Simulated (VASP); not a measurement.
Computed with PBEsol GGA, VASP's PBE PAW potentials (set 64) (plane waves; VASP 6.6.1).

A VASP calculation is set up with these files.

POSCAR:
```
Al2Cu
1
   -3.0348920307     3.0348920307     2.3511257015
    3.0348920307    -3.0348920307     2.3511257015
    3.0348920307     3.0348920307    -2.3511257015
Al Cu
4 2
Direct
  0.6572560484   0.1572560484   0.8145120967
  0.1572560484   0.3427439516   0.5000000000
  0.8427439516   0.6572560484   0.5000000000
  0.3427439516   0.8427439516   0.1854879033
  0.7500000000   0.7500000000   1.0000000000
  0.2500000000   0.2500000000   1.0000000000
```

INCAR:
```
# general
SYSTEM =Al2Cu
PREC   =Accurate
ENCUT  =400
LREAL  =.FALSE.
LASPH  =.TRUE.

# electronic loop
EDIFF  =1E-6
NELM   =100
ALGO   =Normal
LMAXMIX=4

# smearing
ISMEAR =1
SIGMA  =0.1

# functional
GGA    =PS

# ions
IBRION =2
NSW    =60
ISIF   =3
EDIFFG =-0.02

# output
LWAVE  =.FALSE.
LCHARG =.FALSE.
```

File KPOINTS:
```
Automatic
0
G
  8 8 8
```

POTCAR, in this order: Al Cu (PBE.64 set). Program: vasp_std.

What will the output report for the number of irreducible k-points (NKPTS), number of bands (NBANDS), largest plane-wave count, number of space-group operations, FFT grid (NGX, NGY, NGZ)?

```
Item                                          Result
--------------------------------------  ------------
number of irreducible k-points (NKPTS)            59
number of bands (NBANDS)                          21
largest plane-wave count                        1604
number of space-group operations                  16
FFT grid (NGX, NGY, NGZ)                32 × 32 × 32
```

The compound is Al2Cu in the sg140 structure. This run relaxes it. Symmetry was kept, so distortions that lower it aren't found. The start is the result of an earlier pass.
